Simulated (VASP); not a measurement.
Consider the following.

```yaml
crystal:
  lattice:
    - [3.47942, 0.00000, 0.00000]
    - [0.00000, 3.47942, 0.00000]
    - [0.00000, 0.00000, 3.47942]
  atoms:
    - { symbol: Al, position: [0.00000, 0.00000, 0.00000] }
    - { symbol: Ni, position: [0.00000, 0.50000, 0.50000] }
    - { symbol: Ni, position: [0.50000, 0.00000, 0.50000] }
    - { symbol: Ni, position: [0.50000, 0.50000, 0.00000] }
```

These are LDA (Ceperley-Alder, Perdew-Zunger) with spin-orbit coupling, VASP's LDA PAW potentials (set 64) (plane waves; VASP 6.6.1) values and carry that method's errors. Run with 400 eV cut-off, 8×8×8 Γ-centred mesh, Gaussian smearing of 0.050 eV, potentials Al Ni. Starting moments (MAGMOM): 0 0 -0.0 0 0 0.2 0 0 0.2 0 0 0.2.

Q: What does the run give for the energy per atom (σ→0), band gap (over mesh and band path) with the smallest direct gap where there is one?

A: 
```
Quantity                                                              Result
----------------------------------  ----------------------------------------
band gap (over mesh and band path)  none (metal, semimetal or under 0.01 eV)
energy per atom (σ→0)                                         -6464 meV/atom
```

The compound is Ni3Al in the L1_2 structure. It was relaxed first, which changed the volume by -7 %.
